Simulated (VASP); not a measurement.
Consider the following.

```
CELL_PARAMETERS angstrom
     -1.45872     1.45872     4.93852
      1.45872    -1.45872     4.93852
      1.45872     1.45872    -4.93852
ATOMIC_POSITIONS crystal
  Ti 0.75000 0.75000 0.00000
  Ti 0.50000 0.00000 0.50000
  B  0.16600 0.16600 0.00000
  B  0.91600 0.41600 0.50000
```

Calculation: PBE GGA, VASP's PBE PAW potentials (set 64) (plane waves; VASP). Numerical set-up: 400 eV cut-off, 9×9×9 Γ-centred mesh, Gaussian smearing of 0.050 eV, potentials Ti_sv B.

At this cut-off the stress carries a Pulay error, which pulls relaxed volumes low. Energy and stress use the plane-wave basis of the starting cell.

### Question
The ions, cell shape and volume are relaxed. What does this cell relax into?

### Answer

```
CELL_PARAMETERS angstrom
     -1.52886     1.52886     5.25967
      1.52886    -1.52886     5.25967
      1.52886     1.52886    -5.25967
ATOMIC_POSITIONS crystal
  Ti 0.74678 0.74678 0.00000
  Ti 0.49678 0.99678 0.50000
  B  0.16922 0.16922 0.00000
  B  0.91922 0.41922 0.50000
```
Space group I4_1md (109), at a tolerance of 0.03 Å.

### Question
How do energy and volume change from the first to the last step?

### Answer
The energy (σ→0) changes by -162.7 meV/atom and the volume by +17.0 %, in 9 ionic steps.

The structure was generated: TiB was put into an ordered model structure, which need not be its known phase. This run relaxes it. Symmetry was kept, so distortions that lower it aren't found. The k-mesh is coarse (spacing up to 0.32 per Å, 2π included), so the numbers may not be converged in it. The run is one of a series of settings (EDIFFG = -0.01, IBRION = 2, ISIF = 3, NSW = 50 against the base run), some of them coarse on purpose.
